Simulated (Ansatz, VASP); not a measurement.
**One calculation of ZrH6Pb2, two programs**

```xyz
9
Lattice="0.0000 3.8962 3.8962 3.8962 0.0000 3.8962 3.8962 3.8962 0.0000" Properties=species:S:1:pos:R:3 pbc="T T T"
Zr    0.0000    0.0000    0.0000
H     1.8451    3.8962    3.8962
H     3.8962    1.8451    3.8962
H     5.9473    3.8962    3.8962
H     3.8962    5.9473    3.8962
H     3.8962    3.8962    1.8451
H     3.8962    3.8962    5.9473
Pb    1.9481    1.9481    1.9481
Pb    5.8443    5.8443    5.8443
```

Change from the starting cell: species swapped into the Cs2WBr6 type (Fm-3m, No. 225).

Alike in both runs: task relaxation of cell and atoms; functional PBE; k mesh 4 × 4 × 4; occupations gaussian, width 0.1 eV; no spin polarisation.

|  | VASP | Ansatz |
| --- | --- | --- |
| version | VASP 6.6.1 | Ansatz 0.2.0 |
| potentials or method | VASP PAW PBE potentials, release 64 (Zr_sv, H, Pb_d) | scalar-relativistic, plane waves, PAW |
| plane-wave cutoff (eV) | 600 | 420 |
| valence electrons in the cell | 46 | 46 |

Ansatz gave:

| Property | Result |
| --- | --- |
| gap on the k mesh at the Fermi level, each at its own relaxed structure (eV) | none |
| relaxed volume (Å³/atom) | 12.87 |
| relaxed cell length with the largest relative difference (Å) | 5.471 |
| energy change over the relaxation (meV/atom) | -66 |

Question: What did VASP give for the same quantities?

Answer: gap on the k mesh at the Fermi level, each at its own relaxed structure (eV): none; relaxed volume (Å³/atom): 12.84; relaxed cell length with the largest relative difference (Å): 5.468; energy change over the relaxation (meV/atom): -66.

A gap of «none» marks a metal or a gap that the smearing closes.

Spin-orbit coupling is left out, which matters for the levels of Pb.
